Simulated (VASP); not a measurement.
OSZICAR of a VASP run on Ir (fcc):

### OSZICAR
```
       N       E                     dE             d eps       ncg     rms          rms(c)
DAV:   1     0.396570110970E+02    0.39657E+02   -0.43209E+03  5736   0.961E+02
DAV:   2    -0.985944133490E+01   -0.49516E+02   -0.47526E+02  5624   0.201E+02
DAV:   3    -0.104383644631E+02   -0.57892E+00   -0.57770E+00  8272   0.294E+01
DAV:   4    -0.104416680203E+02   -0.33036E-02   -0.33026E-02  7080   0.159E+00
DAV:   5    -0.104416929100E+02   -0.24890E-04   -0.24891E-04  8496   0.860E-02    0.156E+01
DAV:   6    -0.990884166578E+01    0.53285E+00   -0.11482E+00  6640   0.148E+01    0.616E+00
DAV:   7    -0.981510357348E+01    0.93738E-01   -0.32917E-01  7376   0.730E+00    0.157E+00
DAV:   8    -0.980994063002E+01    0.51629E-02   -0.16357E-03  6128   0.622E-01    0.805E-01
DAV:   9    -0.980783865332E+01    0.21020E-02   -0.14055E-03  7128   0.646E-01    0.213E-02
DAV:  10    -0.980784030184E+01   -0.16485E-05   -0.51837E-06  7528   0.277E-02    0.659E-03
DAV:  11    -0.980784125994E+01   -0.95810E-06   -0.49440E-07  7648   0.572E-03    0.580E-04
DAV:  12    -0.980784124196E+01    0.17979E-07   -0.56435E-09  3904   0.852E-04
   1 F= -.98078412E+01 E0= -.98077531E+01  d E =-.264401E-03
```

Problem. Which electronic solver shows in the log?

Solution. It is blocked Davidson (ALGO = Normal, or the opening steps of other solvers). The INCAR had ALGO = Normal.

Problem. Can the final energy be trusted as converged?

Solution. The run converged. It stopped with EDIFF = 1E-7, NELM = 100 (PBEsol GGA, plane waves, VASP's PBE PAW potentials (set 64)).

The compound is Ir in the fcc structure. This cell was strained or had an atom moved on purpose.
